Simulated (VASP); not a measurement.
Consider the following.

```
WS2
1.0
    1.58423    -2.74397     0.00000
    1.58423     2.74397     0.00000
    0.00000     0.00000    12.87043
W S
2 4
Cartesian
  1.58423   0.91466   3.21761
  1.58423  -0.91466   9.65282
  1.58423   0.91466  11.20960
  1.58423  -0.91466   4.77439
  1.58423  -0.91466   1.66082
  1.58423   0.91466   8.09604
```

Computed with SCAN meta-GGA, VASP's PBE PAW potentials (set 64) (plane waves; VASP). Settings: 520 eV cut-off, 7×7×2 Γ-centred mesh, Gaussian smearing of 0.050 eV, potentials W_sv S.

**Question.** What does the run give for the energy per atom (σ→0)?

**Answer.** 
```json
{
  "energy per atom (σ→0)": "-30.482 eV/atom"
}
```

The absolute energy has meaning only against runs of the same code, potentials and settings.

The compound is WS2 in the 2H layered structure. It was relaxed first, which changed the volume by +6 %. The start is the result of an earlier pass.
